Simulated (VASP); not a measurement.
The system is Zn3Sb.

```
Zn Sb
1.0
    -2.86248    2.86248    2.86248
     2.86248   -2.86248    2.86248
     2.86248    2.86248   -2.86248
Zn Sb
3 1
Direct
  0.00000 0.50000 0.50000
  0.50000 0.00000 0.50000
  0.50000 0.50000 0.00000
  0.00000 0.00000 0.00000
```

The cell was built by a generator and needn't be a form met in nature.

```yaml
Program: VASP 6.6.1
Task: relaxation of cell and atoms
Functional: PBE
Potentials_or_basis: VASP PAW PBE potentials, release 64 (Zn, Sb)
Cutoff: 600 eV
k_mesh: 7 × 7 × 7
Occupations: methfessel-paxton, width 0.2 eV
Spin: no spin polarisation
```

At the start: pressure -3.2 GPa; volume 23.45 Å³/atom.

How do energy, volume and symmetry change on relaxing?

Over 4 steps the energy falls by 21.0 meV/atom and the volume is 21.53 Å³/atom (-8.2 %); space group Im-3m (No. 229, to 0.05 Å).

Step by step:
| step | energy change (eV) | largest force (eV/Å) | pressure (GPa) | volume (Å³) |
| --- | --- | --- | --- | --- |
| 1 | 0.0000 | 0.0000 | -3.25 | 93.82 |
| 2 | -0.0808 | 0.0000 | -0.79 | 87.51 |
| 3 | -0.0837 | 0.0000 | 0.18 | 85.78 |
| 4 | -0.0839 | 0.0000 | -0.01 | 86.10 |

Final structure:
```
CELL_PARAMETERS angstrom
-2.78175 2.78175 2.78175
2.78175 -2.78175 2.78175
2.78175 2.78175 -2.78175
ATOMIC_POSITIONS crystal
Zn 0.00000 0.50000 0.50000
Zn 0.50000 0.00000 0.50000
Zn 0.50000 0.50000 0.00000
Sb 0.00000 0.00000 0.00000
```
